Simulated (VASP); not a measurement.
```
GaP
1.0
    0.00000     2.67171     2.67171
    2.67171     0.00000     2.67171
    2.67171     2.67171     0.00000
Ga P
1 1
Direct
  0.00000   0.00000   0.00000
  0.25000   0.25000   0.25000
```

Level of theory: PBEsol GGA, VASP's PBE PAW potentials (set 64) (plane waves; VASP). Run with 500 eV cut-off, 9×9×9 Γ-centred mesh, Gaussian smearing of 0.050 eV, potentials Ga_d P.

### Question
Estimate the energy per atom (σ→0), pressure.

### Answer

The energy per atom (σ→0) is -4.946 eV/atom and the pressure is 4.95 GPa.

The absolute energy has meaning only against runs of the same code, potentials and settings.

The compound is GaP in the zinc blende structure. It was relaxed first under an external pressure of 5 GPa.
